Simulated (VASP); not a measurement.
An input for Ansatz (written as the equivalent of a VASP run, and not itself run):

Ansatz 0.2 input:
```yaml
crystal:
  lattice:
    - [0.0000000, 2.6936910, 2.6936910]
    - [2.6936910, 0.0000000, 2.6936910]
    - [2.6936910, 2.6936910, 0.0000000]
  atoms:
    - { symbol: Al, position: [0.0000000, 0.0000000, 0.0000000] }
    - { symbol: P, position: [0.2500000, 0.2500000, 0.2500000] }
kpoints:
  mp_grid: { grid: [7, 7, 7] }
hamiltonian:
  xc: pbesol
  pseudopotentials: { kind: paw }
scf:
  occupations: { method: fermi_dirac, width: 0.01 }
  max_iter: 100
output: { forces: true, stress: true, eigenvalues: true }
```

Task: Translate this input to VASP (INCAR, KPOINTS, POSCAR, choice of POTCAR).

Result: This is not unique; one that fits is 
File POSCAR:
```
AlP
5.3873820
  0.0000000000   0.5000000000   0.5000000000
  0.5000000000   0.0000000000   0.5000000000
  0.5000000000   0.5000000000   0.0000000000
Al P
1 1
Cartesian
  0.0000000000   0.0000000000   0.0000000000
  0.2500000000   0.2500000000   0.2500000000
```

INCAR:
```
ALGO  =  Normal
EDIFF  =  1E-6
ENCUT  =  300
GGA  =  PS
ISIF  =  2
ISMEAR  =  -1
LASPH  =  .True.
LCHARG  =  .False.
LREAL  =  .False.
LWAVE  =  .False.
NELM  =  100
PREC  =  Accurate
SIGMA  =  0.01
SYSTEM  =  AlP
```

**KPOINTS**
```
Regular mesh
0
gamma
  7 7 7
0 0 0
```

POTCAR, in this order: Al P (PBE.64 set). Program: vasp_std.

The two are equivalent in intent, not identical: each code has its own PAW files, so the cut-off isn't converted (ENCUT is set for VASP's; basis.ecutwfc is left out, and Ansatz then takes the one that its files recommend); Ansatz stops its SCF on the density residual and VASP on the energy change (EDIFF).

The structure is a typed AlP crystal. The cell was not relaxed at this level.
